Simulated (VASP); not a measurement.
Given:

```cif
data_Mo
_chemical_formula_sum 'Mo1'
_space_group_name_H-M_alt 'P 1'
_space_group_IT_number 1
_cell_length_a 2.70745
_cell_length_b 2.70745
_cell_length_c 2.70745
_cell_angle_alpha 109.471
_cell_angle_beta 109.471
_cell_angle_gamma 109.471
loop_
_space_group_symop_operation_xyz
  'x, y, z'
loop_
_atom_site_label
_atom_site_type_symbol
_atom_site_fract_x
_atom_site_fract_y
_atom_site_fract_z
_atom_site_occupancy
Mo1 Mo 0.00000 0.00000 0.00000 1
```

Computed with AM05 GGA, VASP's PBE PAW potentials (set 64) (plane waves; VASP 6.6.1). Run with 520 eV cut-off, 16×16×16 Γ-centred mesh, first-order Methfessel-Paxton smearing of 0.10 eV, potentials Mo_sv.

**Question.** Give the energy at these volumes per atom, relative to the lowest: 14.38, 14.84, 15.30, 15.76, 16.22 Å³.

**Answer.** 51.2, 11.5, 0.0, 12.7, 46.2 meV/atom. A third-order Birch-Murnaghan fit gives B0 = 283 GPa and B0′ = 4.2.

Measured: bulk modulus 265 GPa at 0 K (computed value off by +6.8 %), as given by Vázquez-Parga, Fernández-Martínez, Viñes, J. Chem. Theory Comput. (2023), doi:10.1021/acs.jctc.3c00612, Supporting … [zero-point energy and finite temperature contributions removed]; a 3.141 Å at 0 K (computed value off by -0.5 %), as given by Daniel Mejia-Rodriguez et al., Physical Review B (2018), arXiv:1807.09216 [static lattice: zero-point anharmonic expansion removed].

The compound is Mo in the bcc structure. It was relaxed first.
